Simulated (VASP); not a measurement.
These are PBEsol GGA, VASP's PBE PAW potentials (set 64) (plane waves; VASP 6.6.1) values and carry that method's errors.

The input files of a VASP run:

**POSCAR**
```
TiTe
1
    0.0000000000     2.7824762283     2.7824762283
    2.7824762283     0.0000000000     2.7824762283
    2.7824762283     2.7824762283    -0.0000000000
Ti Te
1 1
Direct
  0.0000000000   0.0000000000   0.0000000000
  0.5000000000   0.5000000000   0.5000000000
```

File KPOINTS:
```
Automatic mesh
0
G
10 10 10
```

**INCAR**
```
# general
SYSTEM =TiTe
PREC   =Accurate
ENCUT  =400   # plane-wave cut-off (eV)
LREAL  =.False.   # projection in real space or not
LASPH  =.True.   # aspherical one-centre terms

# electronic loop
EDIFF  =1E-6
NELM   =100   # most electronic steps
ALGO   =Normal
LMAXMIX=4   # l cut-off of mixed one-centre charges

# smearing
ISMEAR =1
SIGMA  =0.1   # width (eV)

# functional
GGA    =PS   # PBEsol

# ions
IBRION =2   # conjugate gradients
NSW    =60
ISIF   =3
EDIFFG =-0.01   # ionic stop

# output
LWAVE  =.False.
LCHARG =.False.
```

POTCAR, in this order: Ti_sv Te (PBE.64 set). Program: vasp_std.

Output

OSZICAR:
```
       N       E                     dE             d eps       ncg     rms          rms(c)
DAV:   1     0.116101524545E+03    0.11610E+03   -0.75997E+03  1227   0.117E+03
DAV:   2    -0.548817592135E+01   -0.12159E+03   -0.11895E+03  1302   0.321E+02
DAV:   3    -0.136590903020E+02   -0.81709E+01   -0.79402E+01  1860   0.815E+01
DAV:   4    -0.139384572664E+02   -0.27937E+00   -0.27689E+00  1518   0.137E+01
DAV:   5    -0.139496101159E+02   -0.11153E-01   -0.11125E-01  1815   0.240E+00    0.970E+00
DAV:   6    -0.127740226244E+02    0.11756E+01   -0.11673E+01  1722   0.333E+01    0.404E+00
DAV:   7    -0.126346548849E+02    0.13937E+00   -0.13159E+00  1438   0.124E+01    0.239E+00
DAV:   8    -0.126254291930E+02    0.92257E-02   -0.73871E-02  1437   0.255E+00    0.352E-01
DAV:   9    -0.126245629417E+02    0.86625E-03   -0.61417E-03  1588   0.984E-01    0.211E-01
DAV:  10    -0.126247463154E+02   -0.18337E-03   -0.15952E-03  1714   0.456E-01    0.665E-02
DAV:  11    -0.126246549316E+02    0.91384E-04   -0.60851E-04  1696   0.271E-01    0.283E-02
DAV:  12    -0.126246513543E+02    0.35772E-05   -0.18328E-05  1446   0.453E-02    0.543E-03
DAV:  13    -0.126246516695E+02   -0.31512E-06   -0.64260E-07   986   0.721E-03
   1 F= -.12624652E+02 E0= -.12625775E+02  d E =-.126247E+02
       N       E                     dE             d eps       ncg     rms          rms(c)
DAV:   1    -0.126307050095E+02   -0.60537E-02   -0.12607E-01  1372   0.483E+00    0.653E-01
DAV:   2    -0.126256491380E+02    0.50559E-02   -0.40729E-02  1560   0.248E+00    0.173E-01
DAV:   3    -0.126246560691E+02    0.99307E-03   -0.40808E-03  1461   0.662E-01    0.745E-02
DAV:   4    -0.126246051584E+02    0.50911E-04   -0.10686E-03  1552   0.252E-01    0.419E-02
DAV:   5    -0.126246370929E+02   -0.31935E-04   -0.58548E-05  1437   0.613E-02    0.351E-02
DAV:   6    -0.126246852935E+02   -0.48201E-04   -0.81637E-05  2016   0.448E-02    0.123E-02
DAV:   7    -0.126246913397E+02   -0.60461E-05   -0.10336E-05  1618   0.197E-02    0.911E-03
DAV:   8    -0.126246912032E+02    0.13644E-06   -0.10356E-06  1067   0.787E-03
   2 F= -.12624691E+02 E0= -.12625804E+02  d E =-.395338E-04
       N       E                     dE             d eps       ncg     rms          rms(c)
DAV:   1    -0.126259954720E+02   -0.13041E-02   -0.25913E-02  1372   0.220E+00    0.297E-01
DAV:   2    -0.126249627801E+02    0.10327E-02   -0.85388E-03  1552   0.113E+00    0.791E-02
DAV:   3    -0.126247544793E+02    0.20830E-03   -0.85420E-04  1461   0.303E-01    0.334E-02
DAV:   4    -0.126247429899E+02    0.11489E-04   -0.21748E-04  1552   0.112E-01    0.189E-02
DAV:   5    -0.126247486631E+02   -0.56732E-05   -0.12000E-05  1397   0.274E-02    0.156E-02
DAV:   6    -0.126247562634E+02   -0.76003E-05   -0.18968E-05  2032   0.223E-02    0.482E-03
DAV:   7    -0.126247560763E+02    0.18720E-06   -0.17715E-06  1178   0.830E-03
   3 F= -.12624756E+02 E0= -.12625874E+02  d E =-.104407E-03
```

**OUTCAR**
```
------------------------ aborting loop because EDIFF is reached ----------------------------------------
  FORCE on cell =-STRESS in cart. coord.  units (eV):
  Direction    XX          YY          ZZ          XY          YZ          ZX
  --------------------------------------------------------------------------------------
  Total        0.0004762      0.0004762      0.0004762      0.0000000     -0.0000000      0.0000000
  in kB        0.0177604      0.0177604      0.0177604      0.0000000     -0.0000000      0.0000000
  external PRESSURE =       0.0177604 kB  Pullay stress =       0.0000000 kB
  volume of cell :       42.96
      direct lattice vectors                 reciprocal lattice vectors
     0.000000000  2.779816060  2.779816060    -0.179868016  0.179868016  0.179868016
     2.779816060  0.000000000  2.779816060     0.179868016 -0.179868016  0.179868016
     2.779816060  2.779816060 -0.000000000     0.179868016  0.179868016 -0.179868016
 POSITION                                       TOTAL-FORCE (eV/Angst)
 -----------------------------------------------------------------------------------
      0.00000      0.00000      0.00000        -0.000000      0.000000      0.000000
      2.77982      2.77982      2.77982         0.000000     -0.000000     -0.000000
 -----------------------------------------------------------------------------------
    total drift:                               -0.000000      0.000000      0.000000
  FREE ENERGIE OF THE ION-ELECTRON SYSTEM (eV)
  ---------------------------------------------------
  free  energy   TOTEN  =       -12.6247560763 eV

  energy  without entropy=      -12.6281100928  energy(sigma->0) =      -12.62587408

 reached required accuracy - stopping structural energy minimisation
```
(Selected blocks of OUTCAR.)

**CONTCAR**
```
TiTe
   1.00000000000000
     0.0000000000000000    2.7798160597974459    2.7798160597974459
     2.7798160597974459    0.0000000000000000    2.7798160597974459
     2.7798160597974459    2.7798160597974459   -0.0000000000000000
  Ti              Te
     1     1
Direct
     0.0000000000000000    0.0000000000000000    0.0000000000000000
     0.5000000000000000    0.5000000000000000    0.5000000000000000
```

### OUTCAR
```
 val. band max:        9.7542327143   @ k =   0.4000   0.4000   0.0000

 cond. band min:       9.7889536496   @ k =  -0.3000   0.2000   0.0000


 Fermi energy:         9.7580604252

 k-point     1 :       0.0000    0.0000    0.0000
  band No.  band energies     occupation
      1     -47.6502      2.00000
      2     -24.0558      2.00000
      3     -24.0558      2.00000
      4     -24.0558      2.00000
      5      -4.2690      2.00000
      6       8.5197      2.00000
      7       8.5197      2.00000
      8       8.5197      2.00000
      9       8.9254      2.00000
     10       8.9254      2.00000
     11       8.9254      2.00000
     12       9.2583      2.00000
     13       9.2583      2.00000

 k-point     2 :       0.1000    0.0000    0.0000
  band No.  band energies     occupation
      1     -47.6504      2.00000
      2     -24.0599      2.00000
      3     -24.0559      2.00000
      4     -24.0559      2.00000
      5      -4.1531      2.00000
      6       7.3767      2.00000
      7       7.7838      2.00000
      8       7.7838      2.00000
      9       9.0643      2.00000
     10       9.0643      2.00000
     11       9.3783      2.00000
     12      10.0527     -0.00025
     13      10.0527     -0.00025

 k-point     3 :       0.2000    0.0000    0.0000
  band No.  band energies     occupation
      1     -47.6498      2.00000
      2     -24.0705      2.00000
      3     -24.0562      2.00000
      4     -24.0562      2.00000
      5      -3.8209      2.00000
      6       5.7544      2.00000
      7       6.9657      2.00000
      8       6.9657      2.00000
      9       9.3120      2.00000
     10       9.3120      2.00000
     11       9.6209      2.06551
     12      11.1742     -0.00000
     13      11.1742     -0.00000

 k-point     4 :       0.3000    0.0000    0.0000
  band No.  band energies     occupation
      1     -47.6488      2.00000
      2     -24.0836      2.00000
      3     -24.0566      2.00000
...
```

Unless said otherwise, spin-orbit coupling is left out, though it shifts the bands of the heavy elements here.

The structure was generated: TiTe was put into the rock salt type (Fm-3m), which need not be its known phase. This run relaxes it. Symmetry was kept, so distortions that lower it aren't found. The start is the result of an earlier pass. VASP warned that the highest band is occupied, so more bands are needed.
